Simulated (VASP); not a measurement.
An input for Quantum ESPRESSO's pw.x (written as the equivalent of a VASP run, and not itself run):

```
&CONTROL
  calculation = 'scf'
  pseudo_dir = './pseudo'
  outdir = './out'
  tprnfor = .true.
  tstress = .true.
/
&SYSTEM
  ibrav = 0
  nat = 1
  ntyp = 1
  ecutwfc = 70
  occupations = 'tetrahedra'
  input_dft = 'vdw-df-cx'
/
&ELECTRONS
  conv_thr = 7.3e-09
  electron_maxstep = 100
/
ATOMIC_SPECIES
  In 114.818 In.upf
CELL_PARAMETERS angstrom
    -1.6115772    1.6115772    2.4859556
     1.6115772   -1.6115772    2.4859556
     1.6115772    1.6115772   -2.4859556
ATOMIC_POSITIONS crystal
  In   0.0000000  0.0000000  0.0000000
K_POINTS automatic
  18 18 18 0 0 0
```

Problem. Write the VASP files for the same calculation (vdW-DF-cx).

Solution. This is not unique; one that fits is 
### INCAR
```
! general
SYSTEM   = In
PREC     = Accurate
ENCUT    = 520
LREAL    = F
LASPH    = T   ! aspherical one-centre terms

! electronic loop
EDIFF    = 1E-7   ! SCF stop (eV)
NELM     = 100
ALGO     = Normal   ! blocked Davidson
LMAXMIX  = 4

! smearing
ISMEAR   = -5

! functional
GGA      = CX
LUSE_VDW = T
AGGAC    = 0.0

! ions
ISIF     = 2   ! forces and stress, cell fixed

! output
LWAVE    = F
LCHARG   = T
LORBIT   = 11   ! lm-projected
NEDOS    = 601   ! DOS grid
```

KPOINTS:
```
Automatic mesh
0
Gamma
18 18 18
0 0 0
```

**POSCAR**
```
In
3.3725860
 -0.4778461254   0.4778461254   0.7371066570
  0.4778461254  -0.4778461254   0.7371066570
  0.4778461254   0.4778461254  -0.7371066570
In
1
Cart
  0.0000000000   0.0000000000   0.0000000000
```

POTCAR, in this order: In_d (PBE.64 set). Program: vasp_std.

Limits of the translation: the potentials are each code's own (VASP's PAW set, PseudoDojo norm-conserving files in pw.x), so ENCUT and ecutwfc are chosen apart and not converted; conv_thr bounds pw.x's estimated SCF error, while EDIFF bounds the energy change between steps.

The compound is In in the bct structure. It was relaxed first.
